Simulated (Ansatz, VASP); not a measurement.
Two plane-wave programs on TaV

```
CELL_PARAMETERS angstrom
1.63821 -2.35304 0.00000
1.63821 2.35304 0.00000
0.00000 0.00000 4.42651
ATOMIC_POSITIONS crystal
Ta 0.00000 0.00000 0.00000
V 0.50000 0.50000 0.50000
```

Change from the starting cell: volume scaled by 1.06.

Alike in both runs: task single point; functional PBE; k mesh 10 × 10 × 6; occupations fermi-dirac, width 0.05 eV; collinear spin, ferromagnetic start.

|  | VASP | Ansatz |
| --- | --- | --- |
| version | VASP 6.6.1 | Ansatz 0.2.0 |
| potentials or method | VASP PAW PBE potentials, release 64 (Ta_pv, V_sv) | Ansatz PAW |
| plane-wave cutoff (eV) | 520 | 420 |
| valence electrons in the cell | 24 | 26 |

VASP gave:

- gap on the k mesh at the Fermi level (eV): none
- pressure (GPa): -9.5
- largest component of the traceless stress (GPa): 0.72
- net moment per atom (μB): 0.00

Problem. What did Ansatz give for the same quantities?

Solution. gap on the k mesh at the Fermi level (eV): none; pressure (GPa): -9.6; largest component of the traceless stress (GPa): 0.72; net moment per atom (μB): 0.00.

A gap of «none» marks a metal or a gap that the smearing closes. The two sets of potentials don't hold the same shells in valence.

Caveats: the starting moments weren't kept (Ansatz). Spin-orbit coupling is left out, which matters for the levels of Ta.
